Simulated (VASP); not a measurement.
```
PtS2
1.0
    1.73707    -3.00869     0.00000
    1.73707     3.00869     0.00000
    0.00000     0.00000     4.04137
Pt S
1 2
Direct
  0.00000   0.00000   0.00000
  0.33333   0.66667   0.29036
  0.66667   0.33333   0.70964
```

The numbers are results of LDA (Ceperley-Alder, Perdew-Zunger), VASP's LDA PAW potentials (set 64) (plane waves; VASP), not measurements. Run with 500 eV cut-off, 10×10×8 Γ-centred mesh, first-order Methfessel-Paxton smearing of 0.10 eV, potentials Pt S.

Energy and stress use the plane-wave basis of the starting cell.

Question: The ions, cell shape and volume at an external pressure of 30.0 GPa are relaxed. What does this cell relax into?

Answer: 
```
PtS2
1.0
    1.71596    -2.97214     0.00000
    1.71596     2.97214     0.00000
    0.00000     0.00000     3.95292
Pt S
1 2
Direct
  0.00000   0.00000   0.00000
  0.33333   0.66667   0.29807
  0.66667   0.33333   0.70193
```
Space group P-3m1 (164), at a tolerance of 0.03 Å.

Question: How do energy and volume change from the first to the last step?

Answer: The energy (σ→0) changes by +98.6 meV/atom and the volume by -4.6 %, in 10 ionic steps.

The compound is PtS2 in the 1T layered structure. This run relaxes it under an external pressure of 30 GPa. Symmetry was kept, so distortions that lower it aren't found.
